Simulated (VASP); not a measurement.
Calculation: PBEsol GGA, VASP's PBE PAW potentials (set 64) (plane waves; VASP 6.6.1).

VASP ran on this input.

### INCAR
```
SYSTEM = BN
PREC = Accurate
ENCUT = 530
EDIFF = 1E-6
NELM = 100
ALGO = Normal
LREAL = .FALSE.
LASPH = .TRUE.
ISMEAR = 0
SIGMA = 0.05
GGA = PS
LWAVE = .FALSE.
LCHARG = .FALSE.
IBRION = 2
ISIF = 3
NSW = 60
EDIFFG = -0.02
```

**KPOINTS**
```
Automatic mesh
0
Gamma
9 9 5
0 0 0
```

File POSCAR:
```
BN
1
    2.5423924485     0.0000000000     0.0000000000
   -1.2711962243     2.2017766652    -0.0000000000
   -0.0000000000     0.0000000000     4.2049088984
B N
2 2
Direct
  0.3333330000   0.6666670000   0.0002502341
  0.6666670000   0.3333330000   0.5002502341
  0.3333330000   0.6666670000   0.3747497659
  0.6666670000   0.3333330000   0.8747497659
```

POTCAR, in this order: B N (PBE.64 set). Program: vasp_std.

Task: Predict the energy per atom (σ→0), band gap (on the k-mesh).

Result: 
```yaml
energy per atom (σ→0): -883.5 kJ/mol of atoms
band gap (on the k-mesh): 4.95 eV
```

OSZICAR:
```
...
DAV:   6    -0.368363468736E+02    0.17044E+01   -0.43593E+00  1072   0.173E+01    0.456E+00
DAV:   7    -0.366685458678E+02    0.16780E+00   -0.22504E-01  1024   0.456E+00    0.266E+00
DAV:   8    -0.366269509679E+02    0.41595E-01   -0.68681E-02   976   0.231E+00    0.213E-01
DAV:   9    -0.366261257185E+02    0.82525E-03   -0.21371E-03  1128   0.475E-01    0.115E-01
DAV:  10    -0.366261914899E+02   -0.65771E-04   -0.19886E-04  1008   0.139E-01    0.217E-02
DAV:  11    -0.366261901659E+02    0.13240E-05   -0.36782E-05  1124   0.527E-02    0.106E-02
DAV:  12    -0.366261906984E+02   -0.53243E-06   -0.38914E-06  1048   0.196E-02
   1 F= -.36626191E+02 E0= -.36626191E+02  d E =-.366262E+02
```

The compound is BN in the wurtzite structure, a metastable high-pressure form. It was relaxed first.
